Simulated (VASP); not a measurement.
Set up this calculation in VASP 6.6.1, as the native input.

| Item | Value |
| --- | --- |
| Task | single point |
| Functional | PBE |
| Potentials or basis | VASP PAW PBE potentials, release 64 (Ba_sv, Zr_sv, P) |
| Cutoff | 520 eV |
| k mesh | 10 × 10 × 10 |
| Occupations | gaussian, width 0.1 eV |
| Spin | no spin polarisation |
| Dipole correction | no |
| Further INCAR settings | ALGO = Fast; EDIFF = 1e-06; NBANDS = 20 |

The structure of BaZrP lies in POSCAR:

```
BaZrP
1.0
    4.8196585840      0.0000000000      0.0000000000
    0.0000000000      4.8196585840      0.0000000000
    0.0000000000      0.0000000000      4.9633267736
Ba Zr P
1 1 1
Direct
    0.5000000000      0.5000000000      0.0000000000
    0.0000000000      0.0000000000      0.0000000000
    0.0000000000      0.0000000000      0.5000000000
```

The cell was built by a generator and needn't be a form met in nature.

The cell isn't the ideal one: random cell by space group and Wyckoff sites (P4/mmm, No. 123).

One way to write it, as run:

INCAR

```
SYSTEM = BaZrP
ALGO = Fast ; EDIFF = 1E-6
ENCUT = 520 ; GGA = PE
ISIF = 2 ; ISMEAR = 0
LASPH = .True. ; LCHARG = .True.
LELF = .True. ; LREAL = .False.
LVHAR = .True. ; LWAVE = .False.
NBANDS = 20 ; NELM = 100
PREC = Accurate ; SIGMA = 0.1
```

KPOINTS

```
k-points
0
Gamma
  10 10 10
  0 0 0
```

Potentials or basis: VASP PAW PBE potentials, release 64 (Ba_sv, Zr_sv, P).

Run with:

```bash
$ cat potpaw_PBE.64/Ba_sv/POTCAR potpaw_PBE.64/Zr_sv/POTCAR potpaw_PBE.64/P/POTCAR > POTCAR
$ mpirun -np 1 vasp_std > vasp.out
```

Results of the run:

```json
{"Pressure": "0.1 GPa", "Band gap on the k mesh": "none (metal or under the smearing width)"}
```

Wall time 16 min on 1 thread of Intel(R) Xeon(R) Platinum 8259CL CPU @ 2.50GHz (Skylake/Cascade Lake), with other jobs on the host, peak memory 0.47 GiB.
